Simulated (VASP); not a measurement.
```yaml
crystal:
  lattice:
    - [4.41640, 0.00000, 0.00000]
    - [0.00000, 4.41640, 0.00000]
    - [0.00000, 0.00000, 2.86950]
  atoms:
    - { symbol: Mn, position: [0.00000, 0.00000, 0.00000], spin: 2.5 }
    - { symbol: Mn, position: [0.50000, 0.50000, 0.50000], spin: -2.5 }
    - { symbol: O, position: [0.30421, 0.30421, 0.00000] }
    - { symbol: O, position: [0.80421, 0.19579, 0.50000] }
    - { symbol: O, position: [0.19579, 0.80421, 0.50000] }
    - { symbol: O, position: [0.69579, 0.69579, 0.00000] }
```

Computed with PBE GGA with D3 dispersion (zero damping), VASP's PBE PAW potentials (set 64) (plane waves; VASP). Run with 520 eV cut-off, 8×8×12 Γ-centred mesh, tetrahedra with Blöchl corrections, potentials Mn_pv O.

The cores are frozen, which limits the accuracy of field gradients.

Give the principal components of the electric field gradient (V/Å²) and the asymmetry η at each nucleus.

```
atom   Vxx   Vyy    Vzz     η
----  ----  ----  -----  ----
Mn1   -5.8  -3.2    9.0  0.29
Mn2   -5.8  -3.2    9.0  0.29
O3    64.5  28.1  -92.7  0.39
O4    64.5  28.1  -92.7  0.39
O5    64.5  28.1  -92.7  0.39
O6    64.5  28.1  -92.7  0.39
```

The compound is MnO2 in the rutile structure. It was relaxed first.
